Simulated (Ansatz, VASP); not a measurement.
# SrTl: VASP beside Ansatz

```xyz
2
Lattice="4.0629 0.0000 0.0000 0.0000 4.0629 0.0000 0.0000 0.0000 4.0629" Properties=species:S:1:pos:R:3 pbc="T T T"
Sr    0.0000    0.0000    0.0000
Tl    2.0314    2.0314    2.0314
```

Change from the starting cell: volume scaled by 1, crystal datasets.

Alike in both runs: task electric field gradients; functional LDA; k mesh 9 × 9 × 9; occupations fermi-dirac, width 0.05 eV; no spin polarisation.

|  | VASP | Ansatz |
| --- | --- | --- |
| version | VASP 6.6.1 | Ansatz 0.2.0 |
| potentials or method | VASP PAW LDA potentials, release 64 (Sr_sv, Tl_d), cutoff 520 eV | all-electron PAW with datasets made for the crystal, scalar-relativistic |

VASP gave:

| Property | Result |
| --- | --- |
| pressure (GPa) | -2.2 |
| Vzz of the field gradient on the site that differs most (V/Å²) | 0.0 |

Problem. What did Ansatz give for the same quantities?

Solution. Pressure (GPa): -2.3; Vzz of the field gradient on the site that differs most (V/Å²): 0.0.

Ansatz ran all-electron here, so the differences hold the error of VASP's frozen core and of both bases. Ansatz warned: «gradients_without_spin_orbit».

The runs have no spin-orbit coupling, so splittings on Tl are missing.
